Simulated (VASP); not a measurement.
Input for VASP

### INCAR
```
SYSTEM = SiC
PREC = Accurate
ENCUT = 400
EDIFF = 1E-6
NELM = 100
ALGO = Normal
LREAL = .FALSE.
LASPH = .TRUE.
ISMEAR = -1
SIGMA = 0.02
LWAVE = .FALSE.
LCHARG = .FALSE.
ISIF = 2
```

### KPOINTS
```
Automatic mesh
0
G
 6 6 4
```

File POSCAR:
```
SiC
1
    1.5092000000    -2.6140110000     0.0000000000
    1.5092000000     2.6140110000     0.0000000000
    0.0000000000     0.0000000000     4.9490000000
Si C
2 2
Direct
  0.6666670000   0.3333330000   0.5000000000
  0.3333330000   0.6666670000   0.0000000000
  0.6666670000   0.3333330000   0.8750000000
  0.3333330000   0.6666670000   0.3750000000
```

POTCAR, in this order: Si C (LDA.64 set). Program: vasp_std.

Problem. Translate this LDA calculation to Ansatz.

Solution. One equivalent input (not run):
Ansatz 0.2 input:
```yaml
crystal:
  lattice:
    - [1.5092000, -2.6140110, 0.0000000]
    - [1.5092000, 2.6140110, 0.0000000]
    - [0.0000000, 0.0000000, 4.9490000]
  atoms:
    - { symbol: Si, position: [0.6666670, 0.3333330, 0.5000000] }
    - { symbol: Si, position: [0.3333330, 0.6666670, 0.0000000] }
    - { symbol: C, position: [0.6666670, 0.3333330, 0.8750000] }
    - { symbol: C, position: [0.3333330, 0.6666670, 0.3750000] }
kpoints:
  mp_grid: { grid: [6, 6, 4] }
hamiltonian:
  xc: lda
  pseudopotentials: { kind: paw }
scf:
  occupations: { method: fermi_dirac, width: 0.02 }
  max_iter: 100
output: { forces: true, stress: true, eigenvalues: true }
```
Limits of the translation: each code has its own PAW files, so the cut-off isn't converted (ENCUT is set for VASP's; basis.ecutwfc is left out, and Ansatz then takes the one that its files recommend); Ansatz stops its SCF on the density residual and VASP on the energy change (EDIFF); Ansatz's lda is the Perdew-Wang form, while the LDA potentials of VASP carry Perdew-Zunger's.

The structure is a typed SiC crystal (P6_3mc). The cell was not relaxed at this level, and its volume differs by -5.9 % from the start's.
